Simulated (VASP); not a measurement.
Here is a VASP 6.6.1 calculation.

File INCAR:

```
SYSTEM = Sr2SO
PREC = Accurate ; ENCUT = 520
EDIFF = 1E-7 ; ISMEAR = 0
SIGMA = 0.05 ; LREAL = .FALSE.
LASPH = .TRUE. ; NELM = 100
ALGO = Fast ; ISIF = 2
LWAVE = .FALSE. ; LCHARG = .FALSE.
GGA = CA ; NBANDS = 24
```

KPOINTS

```
regular mesh
0
G
  8 8 6
  0 0 0
```

File POSCAR:

```
Sr2SO
1.0
    4.0432370000      0.0000000000      0.0000000000
    0.0000000000      4.0432370000      0.0000000000
    0.0000000000      0.0000000000      5.7180000000
Sr S O
2 1 1
Direct
    0.0000000000      0.0000000000      0.0000000000
    0.5000000000      0.5000000000      0.5000000000
    0.0000000000      0.0000000000      0.5000000000
    0.5000000000      0.5000000000      0.0000000000
```

Potentials or basis: VASP PAW LDA potentials, release 64 (Sr_sv, S, O).

Launch:

```sh
$ cat potpaw_LDA.64/Sr_sv/POTCAR potpaw_LDA.64/S/POTCAR potpaw_LDA.64/O/POTCAR > POTCAR
$ mpirun -np 1 vasp_std > vasp.out
```

(1) What does it give for the pressure?

(2) What does it give for the band gap on the k mesh?

Results:

(1) -4.5 GPa.

(2) 2.11 eV, direct.
